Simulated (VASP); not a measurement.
An input for Ansatz (written as the equivalent of a VASP run, and not itself run):

Ansatz 0.2 input:
```yaml
crystal:
  lattice:
    - [-2.3476680, 2.3476680, 1.2809160]
    - [2.3476680, -2.3476680, 1.2809160]
    - [2.3476680, 2.3476680, -1.2809160]
  atoms:
    - { symbol: Tc, position: [0.7500000, 0.2500000, 0.5000000] }
    - { symbol: Tc, position: [0.0000000, 0.0000000, 0.0000000] }
kpoints:
  mp_grid: { grid: [11, 11, 11] }
hamiltonian:
  xc: pbe
  pseudopotentials: { kind: paw }
scf:
  occupations: { method: gaussian, width: 0.1 }
  max_iter: 100
output: { forces: true, stress: true, eigenvalues: true }
```

**Question.** Translate this input to VASP (INCAR, KPOINTS, POSCAR, choice of POTCAR).

**Answer.** This is not unique; one that fits is 
### INCAR
```
SYSTEM = Tc
PREC = Accurate; ENCUT = 300; LREAL = .FALSE.
LASPH = .TRUE.
EDIFF = 1E-6; NELM = 100; ALGO = Normal
LMAXMIX = 4
ISMEAR = 0; SIGMA = 0.1
GGA = PE
ISIF = 2
LWAVE = .FALSE.; LCHARG = .FALSE.
```

**POSCAR**
```
Tc
3.5586280
 -0.6597115518   0.6597115518   0.3599465862
  0.6597115518  -0.6597115518   0.3599465862
  0.6597115518   0.6597115518  -0.3599465862
Tc
2
Cart
  0.0000000000   0.6597115518   0.1799732931
  0.0000000000   0.0000000000   0.0000000000
```

KPOINTS:
```
K-points
0
gamma
 11 11 11
```

POTCAR, in this order: Tc_pv (PBE.64 set). Program: vasp_std.

What does not carry over: each code has its own PAW files, so the cut-off isn't converted (ENCUT is set for VASP's; basis.ecutwfc is left out, and Ansatz then takes the one that its files recommend); Ansatz stops its SCF on the density residual and VASP on the energy change (EDIFF).

The structure was generated: Tc was put into an ordered model structure, which need not be its known phase. The cell was not relaxed at this level, and its volume differs by -5.9 % from the start's.
